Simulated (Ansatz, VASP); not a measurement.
# CaB46O70: VASP beside Ansatz

Wanted: the spread between two codes on one cell, functional and k mesh. The structure shown is frame 88 of Ansatz's trajectory.

Main program and level: Ansatz 0.2.0; plane waves, with VASP 6.6.1 beside it; single point at PBE.

## Step 1: The starting structure

The cell holds 117 atoms: 46 B, 1 Ca and 70 O. Its edges and angles: a = 11.112 Å, b = 11.112 Å, c = 11.112 Å, α = 90.0°, β = 90.0°, γ = 90.0°. As first built, before any earlier steps moved the atoms (in the runner's words): 117 atoms (46 B, 1 Ca, 70 O) placed at random at 1.97 g/cm^3, melted at 3000 K for 20 ps at fixed volume with the Buckingham and Coulomb pair potential of Guillot and Sator (Geochim. Cosmochim. Acta 71, 1249 (2007)) with the boron terms of Wang et al. (J. Non-Cryst. Solids 498, 294 (2018)). Quenched from 3000 K to 300 K at 10 K/ps and fixed volume, held 10 ps at zero pressure, then minimised at fixed cell.

## Step 2: Ansatz: dynamics, PBE

Ansatz runs on its default PAW (the set named soft_2) files.

One frame of this run of dynamics is then solved in both programs, so the motion causes no difference.

input.yaml

```yaml
crystal:
  lattice:
    - [11.11222, 0.0, 0.0]
    - [0.0, 11.11222, 0.0]
    - [0.0, 0.0, 11.11222]
  atoms:
    - { symbol: B, position: [0.89032, 0.89958, 0.7435] }
    - { symbol: B, position: [0.6633, 0.3345, 0.38705] }
    - { symbol: B, position: [0.1092, 0.6864, 0.04709] }
    - { symbol: B, position: [0.42477, 0.77879, 0.33234] }
    - { symbol: B, position: [0.06341, 0.2702, 0.29954] }
    - { symbol: B, position: [0.70842, 0.55198, 0.18293] }
    - { symbol: B, position: [0.46309, 0.22124, 0.9371] }
    - { symbol: B, position: [0.2404, 0.63543, 0.4152] }
    - { symbol: B, position: [0.51843, 0.45418, 0.86425] }
    - { symbol: B, position: [0.43903, 0.74375, 0.00385] }
    - { symbol: B, position: [0.2287, 0.19641, 0.96516] }
    - { symbol: B, position: [0.65237, 0.32355, 0.12343] }
    - { symbol: B, position: [0.12341, 0.96585, 0.34874] }
    - { symbol: B, position: [0.15264, 0.90263, 0.58966] }
    - { symbol: B, position: [0.46429, 0.17269, 0.18089] }
    - { symbol: B, position: [0.50013, 0.00876, 0.84136] }
    - { symbol: B, position: [0.76396, 0.18227, 0.78486] }
    - { symbol: B, position: [0.8645, 0.44377, 0.46927] }
    - { symbol: B, position: [0.76858, 0.94971, 0.16724] }
    - { symbol: B, position: [0.3517, 0.20423, 0.57582] }
    - { symbol: B, position: [0.44487, 0.43225, 0.43416] }
    - { symbol: B, position: [0.17213, 0.65913, 0.64961] }
    - { symbol: B, position: [0.32459, 0.59106, 0.12417] }
    - { symbol: B, position: [0.29482, 0.1356, 0.34357] }
    - { symbol: B, position: [0.08015, 0.88457, 0.90776] }
    - { symbol: B, position: [0.9533, 0.81861, 0.24931] }
    - { symbol: B, position: [0.95105, 0.29241, 0.63592] }
    - { symbol: B, position: [0.67866, 0.6147, 0.95569] }
    - { symbol: B, position: [0.8286, 0.05396, 0.97179] }
    - { symbol: B, position: [0.65762, 0.70276, 0.37491] }
[... 81 atom lines left out ...]
    - { symbol: O, position: [0.40051, 0.7199, 0.88709] }
    - { symbol: O, position: [0.13727, 0.16898, 0.04558] }
    - { symbol: O, position: [0.69435, 0.62679, 0.28195] }
    - { symbol: O, position: [0.49595, 0.33544, 0.89707] }
    - { symbol: O, position: [0.52475, 0.11924, 0.89743] }
    - { symbol: O, position: [0.23647, 0.62256, 0.53944] }
kpoints:
  mp_grid: { grid: [1, 1, 1] }
hamiltonian:
  xc: pbe
scf:
  occupations: { method: gaussian, width: 0.025 }
output:
  forces: true
md:
  timestep: 1.0
  n_steps: 264
  ensemble: nve
  temperature: 400
  initial_velocities: maxwell_boltzmann
  seed: 742
```

Run with:

```
$ ansatz run input.yaml --threads 4 --pin off --max-ram 8192MiB --backend cpu --events-out ev --progress --plain --runs-dir out
```

Numbers of over 12 decimals in the logs are rounded to 6 here.

Output:

```text
Warning: md: disabling space-group detection — thermal motion breaks the input geometry's symmetry, so no spatial operation reduces the k-mesh or symmetrises the density; time reversal is kept, so that k and −k are solved as one point where they differ and the mesh holds both, and exact exchange and, on two spinor components, a DFT+U term hold to it where the run has them: on two components no moment then forms, and  [...]
Engine: ansatz 0.2.0, x86_64-unknown-linux-gnu
Pseudopotentials: kind: paw
Pseudopotential: B, paw, valence charge 3, recommended cutoff 420 eV (normal), B.paw.azcp
Pseudopotential: Ca, paw, valence charge 10, recommended cutoff 420 eV (normal), Ca.paw.azcp
Pseudopotential: O, paw, valence charge 6, recommended cutoff 420 eV (normal), O.paw.azcp
Functional definition: PBE
  parameter kappa = 0.804
  parameter beta = 0.066725
  exchange = pbe_x(kappa = kappa, mu = beta*pi^2/3)
  correlation = pbe_c(beta = beta)
Crystal: 117 atoms, lattice volume = 1372.153 Å³
Basis set: ecut = 420 eV, 26865 PW (Γ), exchange–correlation on 150×150×150 points (8 copies of the dense FFT grid, shifted against one another)
Bands: 401, of which v1, the nominal top of the filled ones, is band 284 counted from 1 (283 counted from 0)
Symmetry: 1 space group operations
k-points: 1
Non-local potential: B, projectors of the file, l = 0: 2, l = 1: 2, l = 2: 1
Non-local potential: Ca, projectors of the file, l = 0: 3, l = 1: 2, l = 2: 2
Non-local potential: O, projectors of the file, l = 0: 2, l = 1: 2, l = 2: 1
PAW form: soft (Blöchl's): semilocal exchange-correlation on the pseudo side does not see the compensation charge
PAW one-centre angular grid: B, 110 points (default); XC on 64 Gauss nodes
PAW one-centre angular grid: Ca, 110 points (default); XC on 64 Gauss nodes
PAW one-centre angular grid: O, 110 points (default); XC on 64 Gauss nodes
Initial density: superposition of atomic densities (neutral atoms: chi_scale 0, normalization atom), corrected by the library's trained network
Initial wavefunctions: pseudopotential atomic-orbital guess
Functional: x = pbe(κ = 0.804, μ = 0.219515), c = pbe(β = 0.066725)
SCF iter   1: F=—  HF=-48797.710199 eV  |F-HF|=—  |Δ(HF+E_count)|=         —  Δρ=4.26e-3  dr2=2.34e-1  ethr=1.77e-3  ⟨swp⟩=7.0  Hψ=1915  notcnv=0  defer=71
preconditioner: auto → Resta (q_TF=auto, 2.355 Å⁻¹)  ε∞=3.1  [insulator: Δε(μ)=4.250 eV  Ē_g=16.577 eV  σ=0.025 eV  W_gap=1.00  n_scr=304 (ndim 8)  ℏωp=23.8 eV  f_vac=0.187  D(μ)=0.00/eV (n_scr^D=0)  ε∞_Penn≈3.1]
SCF iter   2: F=—  HF=-48797.699698 eV  |F-HF|=—  |Δ(HF+E_count)|=   1.05e-2  Δρ=2.02e-3  dr2=4.00e-2  ethr=4.12e-5  ⟨swp⟩=2.0  Hψ=750  notcnv=0  defer=112
SCF iter   3: F=—  HF=-48797.704532 eV  |F-HF|=—  |Δ(HF+E_count)|=   4.83e-3  Δρ=8.02e-4  dr2=1.06e-2  ethr=7.04e-6  ⟨swp⟩=2.0  Hψ=505  notcnv=0  defer=112
SCF iter   4: F=—  HF=-48797.704779 eV  |F-HF|=—  |Δ(HF+E_count)|=   2.47e-4  Δρ=2.66e-4  dr2=9.76e-4  ethr=1.87e-6  ⟨swp⟩=3.0  Hψ=511  notcnv=0  defer=112
SCF iter   5: F=—  HF=-48797.704732 eV  |F-HF|=—  |Δ(HF+E_count)|=   4.65e-5  Δρ=1.29e-4  dr2=2.14e-4  ethr=1.72e-7  ⟨swp⟩=3.0  Hψ=503  notcnv=0  defer=112
SCF iter   6: F=—  HF=-48797.704752 eV  |F-HF|=—  |Δ(HF+E_count)|=   1.95e-5  Δρ=4.76e-5  dr2=2.91e-5  ethr=3.77e-8  ⟨swp⟩=3.0  Hψ=503  notcnv=0  defer=112
SCF iter   7: F=—  HF=-48797.702244 eV  |F-HF|=—  |Δ(HF+E_count)|=   2.51e-3  Δρ=1.75e-5  dr2=4.09e-6  ethr=5.12e-9  ⟨swp⟩=3.0  Hψ=683  notcnv=0  defer=112
SCF iter   8: F=—  HF=-48797.702244 eV  |F-HF|=—  |Δ(HF+E_count)|=   1.29e-7  Δρ=4.47e-6  dr2=3.96e-7  ethr=7.19e-10  ⟨swp⟩=2.0  Hψ=517  notcnv=0  defer=112
SCF iter   9: F=-48797.702243 eV  HF=-48797.702244 eV  |F-HF|=8.59e-8  |Δ(HF+E_count)|=   8.54e-8  Δρ=2.79e-6  dr2=9.64e-8  ethr=1.76e-11  ⟨swp⟩=5.0  Hψ=1145  notcnv=0
SCF 1 converged in 9 iterations: F = -48797.702243 eV  dr2 = 9.64e-8
  greatest PAW one-centre occupation: 0.995 electrons in one spin orbital (limit 2), on the Ca atom at site 46 (counted from 0), in its partial waves of l = 0
md step     0: t =     0.00 fs  T =   400.0 K  F+E_penalty+E_count = -48797.70224343 eV  E_kin = 5.997664 eV  conserved = -48791.70457948 eV  (9 SCF iters)
Initial density: handed on by an earlier stage of this run
Initial wavefunctions: those handed on with the density
iter 1 solved again at ethr=1.12e-5 eV; its pass at ethr=3.10e-3 eV (dr2=6.39e-2 eV) is discarded
SCF iter   1: F=—  HF=-48797.853845 eV  |F-HF|=—  |Δ(HF+E_count)|=         —  Δρ=2.50e-3  dr2=6.49e-2  ethr=1.12e-5  ⟨swp⟩=11.0  Hψ=2039  notcnv=0
[...]
iter 1 solved again at ethr=1.13e-5 eV; its pass at ethr=3.10e-3 eV (dr2=6.40e-2 eV) is discarded
SCF iter   1: F=—  HF=-48800.187392 eV  |F-HF|=—  |Δ(HF+E_count)|=         —  Δρ=2.74e-3  dr2=6.52e-2  ethr=1.13e-5  ⟨swp⟩=6.0  Hψ=2113  notcnv=0
preconditioner: auto → Resta (q_TF=auto, 2.355 Å⁻¹)  ε∞=3.0  [insulator: Δε(μ)=4.762 eV  Ē_g=16.827 eV  σ=0.025 eV  W_gap=1.00  n_scr=304 (ndim 8)  ℏωp=23.8 eV  f_vac=0.211  D(μ)=0.00/eV (n_scr^D=0)  ε∞_Penn≈3.0]
SCF iter   2: F=—  HF=-48800.171318 eV  |F-HF|=—  |Δ(HF+E_count)|=   1.61e-2  Δρ=1.26e-3  dr2=1.33e-2  ethr=1.13e-5  ⟨swp⟩=3.0  Hψ=682  notcnv=0
SCF iter   3: F=—  HF=-48800.168737 eV  |F-HF|=—  |Δ(HF+E_count)|=   2.58e-3  Δρ=4.66e-4  dr2=2.02e-3  ethr=2.34e-6  ⟨swp⟩=2.0  Hψ=608  notcnv=0
SCF iter   4: F=—  HF=-48800.168403 eV  |F-HF|=—  |Δ(HF+E_count)|=   3.35e-4  Δρ=1.11e-4  dr2=1.90e-4  ethr=3.55e-7  ⟨swp⟩=2.0  Hψ=676  notcnv=0
SCF iter   5: F=—  HF=-48800.168402 eV  |F-HF|=—  |Δ(HF+E_count)|=   3.00e-7  Δρ=4.14e-5  dr2=2.41e-5  ethr=3.34e-8  ⟨swp⟩=2.0  Hψ=595  notcnv=0
SCF iter   6: F=—  HF=-48800.166024 eV  |F-HF|=—  |Δ(HF+E_count)|=   2.38e-3  Δρ=2.10e-5  dr2=5.11e-6  ethr=4.25e-9  ⟨swp⟩=2.0  Hψ=676  notcnv=0
SCF iter   7: F=—  HF=-48800.166024 eV  |F-HF|=—  |Δ(HF+E_count)|=   2.63e-7  Δρ=4.19e-6  dr2=2.88e-7  ethr=8.99e-10  ⟨swp⟩=2.0  Hψ=646  notcnv=0
SCF iter   8: F=-48800.166024 eV  HF=-48800.166024 eV  |F-HF|=6.65e-8  |Δ(HF+E_count)|=   6.53e-8  Δρ=2.73e-6  dr2=8.69e-8  ethr=1.76e-11  ⟨swp⟩=5.0  Hψ=1157  notcnv=0
SCF 265 converged in 8 iterations: F = -48800.166024 eV  dr2 = 8.69e-8
md step   264: t =   264.00 fs  T =   564.7 K  F+E_penalty+E_count = -48800.16602405 eV  E_kin = 8.467471 eV  conserved = -48791.69855322 eV  (8 SCF iters)
SCF converged after 8 iterations
Free energy (F): -48800.166024 eV
Harris-Foulkes:  -48800.166024 eV  (|F-HF|=6.65e-8)
Internal energy: -48800.166024 eV  (E = F + TS)
E sigma→0 (E₀):  -48800.166024 eV
Fermi energy:    3.934144 eV
--- Per-component energies (eV) ---
  E_band       = -3764.895501
  E_kinetic    = 14866.282087
  E_local      = -45194.296651  (includes V_loc(G=0)·N_el)
  E_nonlocal   = 3983.193620
  E_hartree    = 16890.284126
  E_xc         = -6717.044300
  E_vxc        = -8429.646490  (∫ρ·V_xc dr)
  E_paw        = -15610.671990  (= ΣΔE_a)
  E_vpaw       = -2771.176272  (= ΣTr[D̂ρ^β])
  E_aug_tail   = 0.179350  (compensation charges beyond the density's cutoff)
  E_ewald      = -17018.092267
  E_smearing   = -0.000000  (= −TS)
  E_closure    = -0.000000  (closes the sum)
  Σ components = -48800.166024   (vs F -48800.166024, Δ=0.00e0)
--- Forces (eV/Å), atoms counted from 1 ---
  atom   1  B     -0.20503850    -0.62171892     1.86387734
  atom   2  B      0.86029836    -0.40598952    -0.46197916
  atom   3  B     -1.25631901     1.84346919     0.16606884
  atom   4  B      0.61544304    -0.57393633    -0.66232185
  atom   5  B     -1.56643818     1.27782066    -1.38774941
  atom   6  B     -0.64182328    -0.81391519     0.55393486
  atom   7  B      0.68560487    -0.50297448    -0.86110806
  atom   8  B      0.58663637    -1.26212424     0.21906254
  atom   9  B     -1.84813300    -0.33445486    -0.48121124
  atom  10  B      0.12383553     1.05388406    -0.05200748
  atom  11  B     -0.29551188     0.25732718     0.10817395
  atom  12  B     -0.13227177    -1.07570061    -1.34971238
  atom  13  B      0.43692157     1.08428372     2.49719754
  atom  14  B     -0.40925561     0.65916440     0.04004894
  atom  15  B      1.05417415     0.66707695    -0.49192388
  atom  16  B     -0.90963631     0.48002578     1.18035413
  atom  17  B     -0.52014977     0.44515720    -0.16749469
  atom  18  B     -2.02432996    -0.97303315    -2.79806131
  atom  19  B     -0.47451329     0.41054500     1.70234863
  atom  20  B     -2.48211550     1.20030545    -0.21217905
  atom  21  B     -0.44688899    -0.32448178    -0.40861406
  atom  22  B     -1.40051595     1.87823890    -1.37144638
  atom  23  B     -0.16151089     1.28408132    -0.94813373
  atom  24  B     -0.41683906    -0.66271665     1.59971320
[...]
atom 110  O      1.58263797    -0.96928178     1.85542151
  atom 111  O     -0.06559840    -0.26510674    -0.68029838
  atom 112  O     -1.31323058    -1.25901019    -0.42057332
  atom 113  O     -0.93600186     0.04528963     0.74610332
  atom 114  O      0.35917521     0.97812016     0.41362884
  atom 115  O     -1.03056767     0.31279045     0.89243483
  atom 116  O     -0.46130176     3.09080543     0.31199954
  atom 117  O     -0.36946499    -0.23990106    -0.42273756
  max |Σ_I F_I| component: 1.15e-4 eV/Å
--- MD trajectory: 264 steps, t = 0.0 → 264.0 fs ---
  final state: T = 564.7 K   F+E_penalty+E_count = -48800.16602405 eV   E_kin = 8.467471 eV
  conserved energy: peak-to-peak 1.520e-2 eV (1.299e-4 eV/atom) over 264.0 fs
```

The column dr2 measures how far the density is from self-consistency, as an energy; F and HF (Harris–Foulkes) agree once it is small.

## Step 3: VASP: single point, PBE

The same cell, functional, mesh and smearing now go to VASP, with its own data sets.

Lines of VASP's logs that name or quote its potential files are left out, and so is its time.

INCAR

```
SYSTEM = CaB46O70
PREC = Accurate
ENCUT = 520
EDIFF = 1E-06
NELM = 120
ISMEAR = 0
SIGMA = 0.025
LREAL = Auto
ALGO = Normal
GGA = PE
NBANDS = 368
LORBIT = 11
LWAVE = .FALSE.
LCHARG = .FALSE.
ISIF = 2
LASPH = .TRUE.
GGA_COMPAT = .FALSE.
EFERMI = MIDGAP
NCORE = 4
```

POSCAR

```
CaB46O70
1.0
   11.1122200000      0.0000000000      0.0000000000
    0.0000000000     11.1122200000      0.0000000000
    0.0000000000      0.0000000000     11.1122200000
B Ca O
46 1 70
Direct
    0.8661725560      0.9241087739      0.7676143921
    0.6873334041      0.3009389663      0.3895531226
    0.1000340166      0.6550356274      0.9926477338
    0.4313269536      0.7640687459      0.3345146154
    0.0769963158      0.2975913004      0.2739506597
    0.6347696500      0.5499351165      0.1693540985
    0.4484162481      0.2385121965      0.9135978229
    0.2474933002      0.6424728812      0.4344046464
    0.4858885083      0.4691771761      0.8944297359
    0.4016929110      0.7559965515      0.0160543978
    0.2245185930      0.2131977229      0.9390112867
    0.6204520789      0.3259834669      0.1136316596
    0.1641436185      0.9470024892      0.3657954936
    0.1819168447      0.8971654629      0.6015809622
    0.4939067081      0.1308109451      0.1969813413
    0.4809390023      0.0101869833      0.8713830360
    0.7363875085      0.2115328890      0.8299601700
    0.9086483169      0.4057335078      0.4323438521
    0.8460685624      0.9786973260      0.1847965573
    0.3764144338      0.1928777508      0.5742146934
    0.4762234729      0.4178732962      0.4178013034
    0.1611559166      0.6648356494      0.6651956135
    0.3004260175      0.5959115280      0.1068373376
    0.3323458319      0.1009789223      0.3612149507
    0.0739546193      0.8635808146      0.8718689875
    0.9784363521      0.8253976253      0.2860094563
    0.9665485385      0.2890691509      0.6107060515
    0.6230798166      0.6427968489      0.9640827845
    0.8390672611      0.0964163776      0.9928709115
    0.6464864806      0.6536857622      0.3651115619
[... 81 atom lines left out ...]
    0.3581732543      0.7368554618      0.9044727336
    0.1443275961      0.2154564974      0.0279782078
    0.6770744280      0.5695261613      0.2837146853
    0.5036437364      0.3470503644      0.8899931787
    0.4946716318      0.1292091049      0.8927109075
    0.2469983496      0.6247716478      0.5557935318
```

KPOINTS

```
Automatic mesh
0
Gamma
1 1 1
0 0 0
```

PAW data sets: B, Ca_sv and O (PBE family, release 64).

Run with:

```
$ mpirun -np 16 vasp_gam
```

Output:

```text
[banner, memory and clock lines left out]
running   16 mpi-ranks, on    1 nodes
[...]
LDA part: xc-table for (Slater+PW92), standard interpolation
 POSCAR, INCAR and KPOINTS ok, starting setup
[...]
entering main loop
       N       E                     dE             d eps       ncg     rms          rms(c)
DAV:   1     0.534260716141E+04    0.53426E+04   -0.34612E+05   768   0.153E+03
DAV:   2    -0.528787567216E+03   -0.58714E+04   -0.56226E+04   896   0.396E+02
DAV:   3    -0.100325826025E+04   -0.47447E+03   -0.46972E+03   856   0.119E+02
DAV:   4    -0.101386404290E+04   -0.10606E+02   -0.10559E+02   872   0.180E+01
[...]
DAV:  16    -0.923724760157E+03    0.17512E-04   -0.56275E-05   792   0.239E-02    0.951E-03
DAV:  17    -0.923724755600E+03    0.45565E-05   -0.11994E-05   848   0.127E-02    0.447E-03
DAV:  18    -0.923724755125E+03    0.47519E-06   -0.53622E-06   832   0.653E-03
   1 F= -.92372476E+03 E0= -.92372476E+03  d E =0.000000E+00
```

Parts of OUTCAR (step 3):

```text
  FREE ENERGIE OF THE ION-ELECTRON SYSTEM (eV)
  ---------------------------------------------------
  free  energy   TOTEN  =      -923.7247551249 eV

  energy  without entropy=     -923.7247551249  energy(sigma->0) =     -923.72475512
```

The run ends at a pressure of 0.90 GPa, with forces up to 4.3 eV/Å.

## Step 4: Side by side

Known differences besides the potentials themselves: the cutoff is 420 eV in Ansatz and 520 eV in VASP (PREC = Accurate, projectors in real space). Total energies have different zeros and are not compared.

Forces on 9 of the 117 atoms, those with the largest forces and the largest differences (eV/Å; atoms numbered as in POSCAR):

```tsv
atom	Ansatz x, y, z	VASP x, y, z
B8	0.058, 2.557, 0.994	0.121, 2.572, 0.916
B10	-1.788, -0.711, 0.327	-1.752, -0.625, 0.288
B27	-2.318, -1.223, 0.121	-2.317, -1.230, 0.176
B34	2.186, 1.625, -0.410	2.175, 1.634, -0.399
B40	-3.517, -2.412, 0.935	-3.455, -2.397, 0.977
B45	0.581, -0.622, -0.512	0.596, -0.590, -0.427
O84	2.461, 2.180, -0.140	2.488, 2.183, -0.136
O88	1.612, 2.058, -0.640	1.595, 2.047, -0.626
O107	0.615, 1.870, -1.794	0.630, 1.865, -1.805
```

The forces differ by 24 meV/Å r.m.s., which is 2.5 % of the r.m.s. force of 0.942 eV/Å (both taken over all components).

## Step 5: Results

| Item | Value |
| --- | --- |
| r.m.s. force difference (single point, PBE) | 2.5 % of the r.m.s. force |

In words: The r.m.s. force difference is 2.5 % of the r.m.s. force (single point, PBE), within the 3 % picked in this series as the mark of a large difference. 2 further runs of this series are not shown here. Such differences can come from data sets, numerical settings and the points named under the comparisons, not from the functional's error against experiment.

[Lines on the potential files, build, host, timing and source positions are cut from VASP's logs without a mark.]

[Logs are printed without paths, hosts, clocks, repeated set-up lines and the standing remarks that a program may print on its own settings, such as how far it seeks lower states.]

[Hosts, paths, dates, database ids (printed as entryN), source tags and the programs' standing remarks are cut or masked in the printed files.]
